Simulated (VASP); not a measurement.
Al7InAs8:

```
In Al As
1.0
     5.70770   -5.70770    0.00000
     5.70770    0.00000    5.70770
     0.00000   -5.70770    5.70770
In Al As
1 7 8
Cartesian
  2.8538 -2.8538 0.0000
  2.8538 -5.7077 2.8538
  5.7077 -2.8538 2.8538
  5.7077 -5.7077 5.7077
  0.0000 0.0000 0.0000
  0.0000 -2.8538 2.8538
  2.8538 0.0000 2.8538
  2.8538 -2.8538 5.7077
  4.2808 -7.1346 7.1346
  4.2808 -4.2808 4.2808
  7.1346 -7.1346 9.9885
  7.1346 -4.2808 7.1346
  7.1346 -9.9885 7.1346
  7.1346 -7.1346 4.2808
  9.9885 -9.9885 9.9885
  9.9885 -7.1346 7.1346
```

The cell was built by a generator and needn't be a form met in nature.

```yaml
Program: VASP 6.6.1
Task: relaxation of cell and atoms
Functional: PBEsol
Potentials_or_basis: VASP PAW PBE potentials, release 64 (In_d, Al, As)
Cutoff: 600 eV
k_mesh: 6 × 6 × 6
Occupations: gaussian, width 0.03 eV
Spin: no spin polarisation
```

At the start: pressure 1.2 GPa; volume 23.24 Å³/atom.

Question: Where does the relaxation end?

Answer: Over 7 steps the energy falls by 19.3 meV/atom and the volume is 23.53 Å³/atom (+1.2 %); space group F-43m (No. 216, to 0.05 Å).

The path:
```tsv
step	energy change (eV)	largest force (eV/Å)	pressure (GPa)	volume (Å³)
1	0.0000	1.4924	1.25	371.89
2	-0.2689	0.3644	-0.88	381.71
3	-0.2720	0.2474	-1.11	382.94
4	-0.3058	0.0802	0.25	375.13
5	-0.3066	0.0780	0.07	376.12
6	-0.3080	0.0309	0.02	376.33
7	-0.3082	0.0092	-0.01	376.46
```

Final structure:
```xyz
16
Lattice="5.7310 -5.7310 0.0000 5.7310 0.0000 5.7310 0.0000 -5.7310 5.7310" Properties=species:S:1:pos:R:3 pbc="T T T"
In    2.8655   -2.8655    0.0000
Al    2.8703   -5.7310    2.8655
Al    5.7310   -2.8703    2.8655
Al    5.7310   -5.7310    5.7262
Al    5.7310   -5.7310    0.0048
Al    5.7310   -8.5917    2.8655
Al    8.5917   -5.7310    2.8655
Al    2.8655   -2.8655    5.7310
As    4.3587   -7.1033    7.2242
As    4.2985   -4.2985    4.2980
As    7.1033   -7.1033    9.9688
As    7.1033   -4.3587    7.2242
As    7.1635  -10.0295    7.1640
As    7.1635   -7.1635    4.2980
As   10.0897  -10.0897    9.9688
As   10.0295   -7.1635    7.1640
```

Caveat: the PAW data sets were made with another functional, which shifts forces and pressure a little.
